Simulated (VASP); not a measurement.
All values below come from PBE GGA, VASP's PBE PAW potentials (set 64) (plane waves; VASP).

VASP ran on this input.

**POSCAR**
```
Be
1
    1.1247530000    -2.0059650000     0.0000000000
    1.1247530000     2.0059650000     0.0000000000
    0.0000000000     0.0000000000     3.5176900000
Be
2
Direct
  0.3333330000   0.6666670000   0.2500000000
  0.6949610000   0.3616270000   0.7500000000
```

**INCAR**
```
SYSTEM = Be
PREC = Accurate
ENCUT = 400
EDIFF = 1E-6
NELM = 100
ALGO = Normal
LREAL = .FALSE.
LASPH = .TRUE.
ISMEAR = 0
SIGMA = 0.02
GGA = PE
LWAVE = .FALSE.
LCHARG = .FALSE.
ISIF = 2
```

**KPOINTS**
```
Automatic mesh
0
gamma
17 17 9
0 0 0
```

POTCAR, in this order: Be (PBE.64 set). Program: vasp_std.

The resulting files:

**OSZICAR**
```
       N       E                     dE             d eps       ncg     rms          rms(c)
DAV:   1    -0.370963529184E+01   -0.37096E+01   -0.15607E+03  8916   0.444E+02
DAV:   2    -0.755604128325E+01   -0.38464E+01   -0.37152E+01 13488   0.528E+01
DAV:   3    -0.757668531712E+01   -0.20644E-01   -0.20594E-01 10824   0.374E+00
DAV:   4    -0.757670598987E+01   -0.20673E-04   -0.20673E-04 13032   0.113E-01
DAV:   5    -0.757670601806E+01   -0.28189E-07   -0.28151E-07 10680   0.163E-03    0.123E+00
DAV:   6    -0.752977501454E+01    0.46931E-01   -0.65053E-03  9984   0.115E+00    0.752E-01
DAV:   7    -0.751097436074E+01    0.18801E-01   -0.73104E-03 10134   0.120E+00    0.296E-02
DAV:   8    -0.751095679192E+01    0.17569E-04   -0.15121E-05 12654   0.429E-02    0.960E-03
DAV:   9    -0.751095563309E+01    0.11588E-05   -0.24948E-06 10908   0.192E-02    0.903E-04
DAV:  10    -0.751095568519E+01   -0.52104E-07   -0.34951E-09  6828   0.576E-04
   1 F= -.75109557E+01 E0= -.75109338E+01  d E =-.437218E-04
```

**OUTCAR**
```
------------------------ aborting loop because EDIFF is reached ----------------------------------------
  FORCE on cell =-STRESS in cart. coord.  units (eV):
  Direction    XX          YY          ZZ          XY          YZ          ZX
  --------------------------------------------------------------------------------------
  Total        0.1281854     -0.5695383      0.4787064     -0.1631614      0.0000000      0.0000000
  in kB       12.9384142    -57.4864424     48.3183066    -16.4687197      0.0000000      0.0000000
  external PRESSURE =       1.2567595 kB  Pullay stress =       0.0000000 kB
  volume of cell :       15.87
      direct lattice vectors                 reciprocal lattice vectors
     1.124753000 -2.005965000  0.000000000     0.444542046 -0.249256592  0.000000000
     1.124753000  2.005965000  0.000000000     0.444542046  0.249256592  0.000000000
     0.000000000  0.000000000  3.517690000     0.000000000  0.000000000  0.284277466
 POSITION                                       TOTAL-FORCE (eV/Angst)
 -----------------------------------------------------------------------------------
      1.12475      0.66866      0.87942         0.239037     -0.091643      0.000000
      1.18840     -0.66866      2.63827        -0.239037      0.091643      0.000000
 -----------------------------------------------------------------------------------
    total drift:                               -0.000000     -0.000000     -0.000000
  FREE ENERGIE OF THE ION-ELECTRON SYSTEM (eV)
  ---------------------------------------------------
  free  energy   TOTEN  =        -7.5109556852 eV

  energy  without entropy=       -7.5109119634  energy(sigma->0) =       -7.51093382
```
(Selected blocks of OUTCAR.)

OUTCAR:
```
 val. band max:        6.8999766949   @ k =   0.2353   0.4706  -0.1111

 cond. band min:       6.9181906099   @ k =   0.2353   0.2941   0.0000


 Fermi energy:         6.9161713291

 k-point     1 :       0.0000    0.0000    0.0000
  band No.  band energies     occupation
      1      -4.3352      2.00000
      2       2.7699      2.00000
      3       8.4642      0.00000
      4      22.0745      0.00000
      5      22.9408      0.00000
      6      24.9523      0.00000

 k-point     2 :       0.0588   -0.0000    0.0000
  band No.  band energies     occupation
      1      -4.2359      2.00000
      2       2.9002      2.00000
      3       8.4891      0.00000
      4      21.5277      0.00000
      5      22.0934      0.00000
      6      25.4294      0.00000

 k-point     3 :      -0.0000    0.0588    0.0000
  band No.  band energies     occupation
      1      -4.2357      2.00000
      2       2.8995      2.00000
      3       8.4929      0.00000
      4      21.5288      0.00000
      5      22.0772      0.00000
      6      25.2083      0.00000

 k-point     4 :       0.1176   -0.0000    0.0000
  band No.  band energies     occupation
      1      -3.9375      2.00000
      2       3.2907      2.00000
      3       8.5546      0.00000
      4      20.0734      0.00000
      5      20.5318      0.00000
      6      25.5291      0.00000

 k-point     5 :      -0.0000    0.1176    0.0000
  band No.  band energies     occupation
      1      -3.9370      2.00000
      2       3.2878      2.00000
      3       8.5719      0.00000
      4      20.1077      0.00000
      5      20.3896      0.00000
      6      25.3574      0.00000

 k-point     6 :       0.1765   -0.0000    0.0000
  band No.  band energies     occupation
      1      -3.4397      2.00000
      2       3.9401      2.00000
      3       8.6215      0.00000
      4      17.8782      0.00000
      5      19.2429      0.00000
      6      25.2301      0.00000
...
```

The compound is Be in the hcp structure. The cell was not relaxed at this level, atoms are displaced from their ideal sites. The run is one of a series of settings (ISMEAR = 0, SIGMA = 0.02 against the base run), some of them coarse on purpose.
